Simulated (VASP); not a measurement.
Set up this calculation in VASP 6.6.1, as the native input.

```yaml
Task: single point
Functional: PBE
Potentials_or_basis: VASP PAW PBE potentials, release 64 (As, Nb_sv, Pd)
Cutoff: 520 eV
k_mesh: 2 × 3 × 3
Occupations: fermi-dirac, width 0.1 eV
Spin: no spin polarisation
Dipole_correction: no
Further_INCAR_settings: ALGO = Fast; EDIFF = 1e-06; NBANDS = 74
```

The structure of Nb5As4Pd4 lies in POSCAR:

```
Nb5As4Pd4
1.0
    5.3937030000     -0.9812960000     -4.6031270000
    1.0600350000      5.8327000000      1.4337030000
    1.6758820000      0.4055080000      5.8072780000
As Nb Pd
4 5 4
Direct
    0.7496333746      0.1256090022      0.3828200791
    0.2788666000      0.4589248318      0.6268848276
    0.6224543055      0.2629477050      0.6177383460
    0.3828459242      0.0452692368      0.3426672134
    0.4827423434      0.8584331378      0.0818631638
    0.9106063585      0.3447140209      0.0939683255
    0.1567861057      0.9377002784      0.5894807609
    0.6181267783      0.6795731730      0.6256051399
    0.8637875459      0.5995763395      0.4021211621
    0.0512827211      0.2058274594      0.7914781128
    0.2896679488      0.4473486597      0.0551344779
    0.8046366735      0.9201365533      0.9601617591
    0.1532042689      0.7303336069      0.1879640037
```

The cell was built by a generator and needn't be a form met in nature.

These files were run (other wordings do the same):

INCAR

```
PREC = Accurate ; ENCUT = 520
EDIFF = 1E-6 ; ISMEAR = -1
SIGMA = 0.1 ; LREAL = F
LASPH = T ; NELM = 100
ALGO = Fast ; ISIF = 2
LWAVE = F ; LCHARG = F
GGA = PE ; NBANDS = 74
```

KPOINTS

```
regular mesh
0
Gamma
  2 3 3
```

Potentials or basis: VASP PAW PBE potentials, release 64 (As, Nb_sv, Pd).

Run with:

```bash
$ cat potpaw_PBE.64/As/POTCAR potpaw_PBE.64/Nb_sv/POTCAR potpaw_PBE.64/Pd/POTCAR > POTCAR
$ mpirun -np 1 vasp_std > vasp.out
```

Results of the run:

```
Pressure               : 11.1 GPa
Largest force          : 3.193 eV/Å
Band gap on the k mesh : none (metal or under the smearing width)
```

Caveat: the k mesh is coarse (spacing up to 0.48 Å⁻¹), so the values aren't converged.

It took 7.7 min on 1 thread of Intel(R) Xeon(R) 6975P-C (Granite Rapids), with other jobs on the host, peak memory 0.44 GiB.
